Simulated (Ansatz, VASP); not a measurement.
**ZrSe3 in two plane-wave programs**

Wanted: the spread between two codes on one cell, functional and k mesh. The cell is taken from a series of runs on this material, whose earlier steps may have relaxed, scaled, displaced or heated it; both programs get it as it stands.

Main program and level: Ansatz 0.2.0; plane waves, with VASP 6.6.1 beside it; G0W0 gap at PBEsol.

## (1) The structure

It takes space group P2_1/m (No. 11, monoclinic). Conventional cell: a = 5.411 Å, b = 3.749 Å, c = 9.444 Å, α = 90.00°, β = 97.48°, γ = 90.00°. Nearest to Zr lie 8 Se at 2.72 to 2.87 Å. Se has 4 Zr at 2.72 to 2.87 Å nearest. Nearest to Se lie 1 Se at 2.34 Å and 2 Zr at 2.73 Å. Se has 1 Se at 2.34 Å and 2 Zr at 2.74 Å nearest. Farther neighbours and most contacts between anions are not listed.

Structure file:

```cif
data_structure
_symmetry_space_group_name_H-M 'P2_1/m'
_symmetry_Int_Tables_number 11
_cell_length_a 5.4109
_cell_length_b 3.7488
_cell_length_c 9.4440
_cell_angle_alpha 90.000
_cell_angle_beta 97.480
_cell_angle_gamma 90.000
_cell_volume 189.94
loop_
_atom_site_label
_atom_site_type_symbol
_atom_site_symmetry_multiplicity
_atom_site_Wyckoff_symbol
_atom_site_fract_x
_atom_site_fract_y
_atom_site_fract_z
_atom_site_occupancy
Zr1 Zr 2 e 0.28500 0.25000 0.65600 1
Se1 Se 2 e 0.76200 0.25000 0.55400 1
Se2 Se 2 e 0.45600 0.25000 0.17400 1
Se3 Se 2 e 0.88800 0.25000 0.16900 1
```

## (2) VASP: G0W0 gap, PBEsol

Quasiparticle shifts depend on high empty states and on the cores, so they are the hardest test of two PAW sets.

Lines of VASP's logs that name or quote its potential files are left out, and so is its time.

The run reads the wave functions of an earlier VASP run, which isn't shown here.

Contents of INCAR:

```
SYSTEM = ZrSe3
PREC = Accurate
ENCUT = 370
ISMEAR = 0
SIGMA = 0.01
LREAL = .FALSE.
GGA = PS
NBANDS = 120
LASPH = .TRUE.
ALGO = EVGW0
NELMGW = 1
ENCUTGW = 97.96
NOMEGA = 64
PRECFOCK = Fast
NBANDSGW = 38
LWAVE = .FALSE.
LCHARG = .FALSE.
```

Contents of POSCAR:

```
ZrSe3
1.0
    5.4109000000      0.0000000000      0.0000000000
    0.0000000000      3.7488000000      0.0000000000
   -1.2294209091      0.0000000000      9.3636349901
Zr Se
2 6
Direct
    0.2850000000      0.2500000000      0.6560000000
    0.7150000000      0.7500000000      0.3440000000
    0.7620000000      0.2500000000      0.5540000000
    0.2380000000      0.7500000000      0.4460000000
    0.4560000000      0.2500000000      0.1740000000
    0.5440000000      0.7500000000      0.8260000000
    0.8880000000      0.2500000000      0.1690000000
    0.1120000000      0.7500000000      0.8310000000
```

Contents of KPOINTS:

```
Automatic mesh
0
Gamma
2 4 1
0 0 0
```

Potentials, in the order of the species: Zr_sv_GW and Se_GW (PBE family, release 64).

The run is started by

```console
> export OMP_NUM_THREADS=3
> mpirun -np 1 vasp_std
```

Numbers of over 12 decimals in the logs are rounded to 6 here.

The log of the run:

```text
[banner, memory and clock lines left out]
running    1 mpi-ranks, on    1 nodes
 distrk:  each k-point on    1 cores,    1 groups
 distr:  one band on    1 cores,    1 groups
 Offloading initialized ...    1 GPUs detected
 POSCAR found type information on POSCAR ZrSe
 POSCAR found :  2 types and       8 ions
|                                                                             |
|               ----> ADVICE to this user running VASP <----                  |
|                                                                             |
|     You enforced a specific xc type in the INCAR file but a different       |
|     [... a line on the potential file left out ...]
|     I HOPE YOU KNOW WHAT YOU ARE DOING!                                     |
|                                                                             |

|                                                                             |
|           W    W    AA    RRRRR   N    N  II  N    N   GGGG   !!!           |
|           W    W   A  A   R    R  NN   N  II  NN   N  G    G  !!!           |
|           W    W  A    A  R    R  N N  N  II  N N  N  G       !!!           |
|           W WW W  AAAAAA  RRRRR   N  N N  II  N  N N  G  GGG   !            |
|           WW  WW  A    A  R   R   N   NN  II  N   NN  G    G                |
|           W    W  A    A  R    R  N    N  II  N    N   GGGG   !!!           |
|                                                                             |
|     The default for ENCUTGWSOFT is different in this version of VASP.       |
|     please manually set ENCUTGWSOFT =97.96 in the INCAR file.               |
|                                                                             |

 LDA part: xc-table for (Slater+PW92), standard interpolation
 found WAVECAR, reading the header
 POSCAR, INCAR and KPOINTS ok, starting setup
 FFT: planning ... GRIDC
 FFT: planning ... GRID_SOFT
 FFT: planning ... GRID
 reading WAVECAR
 the WAVECAR file was read successfully
 initial charge from wavefunction
 available memory per node:   1683.80 GB, setting MAXMEM to   1724215

 The Fermi energy was updated, please check that it is located mid-gap
 values below the HOMO (VB) or above the LUMO (CB) will cause erroneous energies
 E-fermi :   4.7822

 calculate exact exchange contribution
 the WAVEDER file was read successfully
|                                                                             |
|           W    W    AA    RRRRR   N    N  II  N    N   GGGG   !!!           |
|           W    W   A  A   R    R  NN   N  II  NN   N  G    G  !!!           |
|           W    W  A    A  R    R  N N  N  II  N N  N  G       !!!           |
|           W WW W  AAAAAA  RRRRR   N  N N  II  N  N N  G  GGG   !            |
|           WW  WW  A    A  R   R   N   NN  II  N   NN  G    G                |
|           W    W  A    A  R    R  N    N  II  N    N   GGGG   !!!           |
|                                                                             |
|     Automatic setting of frequency mesh for GW failed. Frequency mesh       |
|     properly not suitable for determining QP energies. Consider             |
|     increasing number of kpoints.                                           |
|                                                                             |

energies w=
    0.000    0.000    0.551    0.000    1.100    0.000    1.646    0.000
    2.189    0.000    2.728    0.000    3.260    0.000    3.787    0.000
    4.306    0.000    4.819    0.000    5.324    0.000    5.823    0.000
    6.314    0.000    6.799    0.000    7.278    0.000    7.751    0.000
    8.219    0.000    8.683    0.000    9.144    0.000    9.603    0.000
   10.059    0.000   10.516    0.000   10.973    0.000   11.432    0.000
   11.893    0.000   12.359    0.000   12.829    0.000   13.308    0.000
   13.794    0.000   14.290    0.000   14.798    0.000   15.320    0.000
   15.858    0.000   16.414    0.000   16.992    0.000   17.594    0.000
   18.223    0.000   18.884    0.000   19.580    0.000   20.319    0.000
   21.105    0.000   21.944    0.000   22.846    0.000   23.821    0.000
   24.881    0.000   26.039    0.000   27.314    0.000   28.726    0.000
   30.303    0.000   32.078    0.000   34.095    0.000   36.410    0.000
   39.097    0.000   42.258    0.000   46.030    0.000   50.613    0.000
   56.298    0.000   63.536    0.000   73.053    0.000   86.113    0.000
  105.113    0.000  135.239    0.000  190.158    0.000  321.420    0.000
 responsefunction array rank=     438
 LDA part: xc-table for (Slater+PW92), standard interpolation

 min. memory requirement per mpi rank    552.7 MB, per node    552.7 MB

 allocating  64 responsefunctions rank=   438
 shmem allocating  64 responsefunctions rank=   438
 response function shared by NCSHMEM nodes    1
 Doing            64  frequencies on each core in blocks of            64
NQ=   1    0.0000    0.0000    0.0000,
|.........|.........|.........|.........|.........|.........|.........|.........
 performed         97000 updates of chi_q(r,r)
 total number of BLAS operations        133.62 Gflops
NQ=   2    0.5000    0.0000    0.0000,
|.........|.........|.........|.........|.........|.........|.........|.........
 performed        194000 updates of chi_q(r,r)
 total number of BLAS operations        261.47 Gflops
NQ=   3    0.0000    0.2500    0.0000,
|.........|.........|.........|.........|.........|.........|.........|.........
 performed        310000 updates of chi_q(r,r)
 total number of BLAS operations        423.84 Gflops
NQ=   4    0.5000    0.2500    0.0000,
|.........|.........|.........|.........|.........|.........|.........|.........
 performed        426000 updates of chi_q(r,r)
 total number of BLAS operations        586.21 Gflops
NQ=   5    0.0000    0.5000    0.0000,
|.........|.........|.........|.........|.........|.........|.........|.........
 performed        523000 updates of chi_q(r,r)
 total number of BLAS operations        736.49 Gflops
NQ=   6    0.5000    0.5000    0.0000,
|.........|.........|.........|.........|.........|.........|.........|.........
 performed        620000 updates of chi_q(r,r)
 total number of BLAS operations        877.32 Gflops
 resolving degeneracies of screened two electron integrals

 calculate QP shifts <psi_nk| G(iteration)W_0 |psi_nk>: iteration 1
 entering main loop
```

Parts of OUTCAR (step 2):

```text
ion  position               nearest neighbor table
   1  0.285  0.250  0.656-   4 2.72   4 2.72
   2  0.715  0.750  0.344-   3 2.72   3 2.72
   3  0.762  0.250  0.554-   2 2.72   2 2.72
   4  0.238  0.750  0.446-   1 2.72   1 2.72
   5  0.456  0.250  0.174-   7 2.34
   6  0.544  0.750  0.826-   8 2.34
   7  0.888  0.250  0.169-   5 2.34
   8  0.112  0.750  0.831-   6 2.34

  LATTYP: Found a simple monoclinic cell.
 ALAT       =     5.4109000000
 B/A-ratio  =     0.6928237447
 C/A-ratio  =     1.7453658356
 COS(beta)  =    -0.1301801047

 Subroutine GETGRP returns: Found  4 space group operations
 (whereof  2 operations were pure point group operations)

The static configuration has the point symmetry S_2 .
 The point group associated with its full space group is C_2h.

 Found      6 irreducible k-points:

   k-points           NKPTS =      6   k-points in BZ     NKDIM =      8   number of bands    NBANDS=    120

   dimension x,y,z NGX =    36 NGY =   24 NGZ =   60
   dimension x,y,z NGXF=    72 NGYF=   48 NGZF=  120

   ENCUT  =  370.0 eV  27.19 Ry    5.21 a.u.   8.49  5.88 14.81*2*pi/ulx,y,z

   NELECT =      60.0000    total number of electrons

  energy-cutoff  :      370.00
  volume of cell :      189.94
      direct lattice vectors                 reciprocal lattice vectors
     5.410900000  0.000000000  0.000000000     0.184812138 -0.000000000  0.024265353
     0.000000000  3.748800000  0.000000000     0.000000000  0.266752027 -0.000000000
    -1.229420909  0.000000000  9.363634990     0.000000000  0.000000000  0.106796132

 k-points in reciprocal lattice and weights: Automatic mesh
   0.00000000  0.00000000  0.00000000       0.125
   0.50000000  0.00000000  0.00000000       0.125
   0.00000000  0.25000000  0.00000000       0.250
   0.50000000  0.25000000  0.00000000       0.250
   0.00000000  0.50000000  0.00000000       0.125
   0.50000000  0.50000000  0.00000000       0.125

 E-fermi :   4.7822

 QP shifts <psi_nk| G(iteration)W_0 |psi_nk>: iteration 1
 for sc-GW calculations column KS-energies equals QP-energies in previous step
 and V_xc(KS)=  KS-energies - (<T + V_ion + V_H > + <T+V_H+V_ion>^1  + <V_x>^1)
 k-point   1 :       0.0000    0.0000    0.0000
  band No.  KS-energies  QP-energies   sigma(KS)   V_xc(KS)     V^pw_x(r,r')   Z            occupation Imag(sigma)
    ...
     27       3.9474       4.2612     -12.5584     -12.9738     -14.6623       0.7554       2.0000       0.1603
     28       4.0690       4.3715     -12.6191     -13.0187     -14.7935       0.7569       2.0000       0.1615
     29       4.5090       4.8627     -12.4972     -12.9618     -14.5889       0.7614       2.0000       0.1455
     30       4.6085       4.8852     -12.4654     -12.8267     -14.9013       0.7657       2.0000       0.1602
     31       5.2725       6.3222     -11.0428     -12.4203      -7.6077       0.7620       0.0000      -0.1795
     32       5.6498       6.8620     -11.4938     -13.1058      -7.5341       0.7520       0.0000      -0.2180
     33       7.2872       8.5896     -12.1116     -13.8516      -8.4213       0.7485       0.0000      -0.2314
     34       7.4842       8.9386     -12.7022     -14.6756      -8.4186       0.7370       0.0000      -0.2702
    ...

 k-point   2 :       0.5000    0.0000    0.0000
  band No.  KS-energies  QP-energies   sigma(KS)   V_xc(KS)     V^pw_x(r,r')   Z            occupation Imag(sigma)
    ...
     27       3.6717       3.9085     -11.8424     -12.1550     -14.0780       0.7574       2.0000       0.1712
     28       4.0978       4.3884     -12.0409     -12.4244     -14.1110       0.7577       2.0000       0.1535
     29       4.2613       4.4828     -12.4052     -12.6964     -14.8167       0.7609       2.0000       0.1658
     30       4.3378       4.5810     -12.4574     -12.7770     -14.8069       0.7610       2.0000       0.1614
     31       4.9559       5.8775     -10.4635     -11.6843      -7.8434       0.7549       0.0000      -0.1512
     32       5.3023       6.2964     -10.6273     -11.9434      -7.9053       0.7553       0.0000      -0.1683
     33       5.7503       6.9282     -11.4653     -13.0282      -7.7139       0.7536       0.0000      -0.2106
     34       5.8401       6.9966     -11.4829     -13.0167      -7.8149       0.7540       0.0000      -0.2105
    ...

 k-point   3 :       0.0000    0.2500    0.0000
  band No.  KS-energies  QP-energies   sigma(KS)   V_xc(KS)     V^pw_x(r,r')   Z            occupation Imag(sigma)
    ...
     27       3.3245       3.4707     -11.9771     -12.1711     -14.5685       0.7534       2.0000       0.1953
     28       3.4096       3.6178     -12.1177     -12.3952     -14.4600       0.7505       2.0000       0.1921
     29       3.6080       3.7866     -12.1319     -12.3712     -14.5788       0.7466       2.0000       0.1933
     30       3.7321       3.9025     -12.0835     -12.3092     -14.6986       0.7552       2.0000       0.1884
     31       6.4024       7.6779     -11.9472     -13.6550      -7.9376       0.7469       0.0000      -0.2341
     32       6.6110       7.8394     -11.6799     -13.3340      -7.4812       0.7427       0.0000      -0.2588
     33       7.3269       8.7130     -12.3464     -14.2211      -8.0692       0.7394       0.0000      -0.2715
     34       7.4384       8.8123     -12.0831     -13.9076      -8.2059       0.7530       0.0000      -0.2265
    ...

 k-point   4 :       0.5000    0.2500    0.0000
  band No.  KS-energies  QP-energies   sigma(KS)   V_xc(KS)     V^pw_x(r,r')   Z            occupation Imag(sigma)
    ...
     27       3.3287       3.5526     -12.1936     -12.4904     -14.6365       0.7545       2.0000       0.1885
     28       3.3498       3.5738     -12.1490     -12.4461     -14.5918       0.7539       2.0000       0.1898
     29       3.4456       3.6838     -12.1856     -12.5018     -14.5690       0.7531       2.0000       0.1868
     30       3.6358       3.8668     -12.2990     -12.6059     -14.6924       0.7528       2.0000       0.1851
     31       5.0056       6.0105     -10.2342     -11.5643      -7.3779       0.7555       0.0000      -0.1682
     32       5.2191       6.2632     -10.3692     -11.7496      -7.4629       0.7564       0.0000      -0.1775
     33       6.6620       7.9167     -11.9016     -13.5904      -7.8454       0.7429       0.0000      -0.2519
     34       6.7061       7.9761     -11.9637     -13.6814      -7.7565       0.7393       0.0000      -0.2656
    ...

[... 2 further parts left out ...]
```

(Part 1 of 2 ends here.)

[Lines on the potential files, build, host, timing and source positions are cut from VASP's logs without a mark.]

[Logs are printed without paths, hosts, clocks, repeated set-up lines and the standing remarks that a program may print on its own settings, such as how far it seeks lower states.]

[Hosts, paths, dates, database ids (printed as entryN), source tags and the programs' standing remarks are cut or masked in the printed files.]
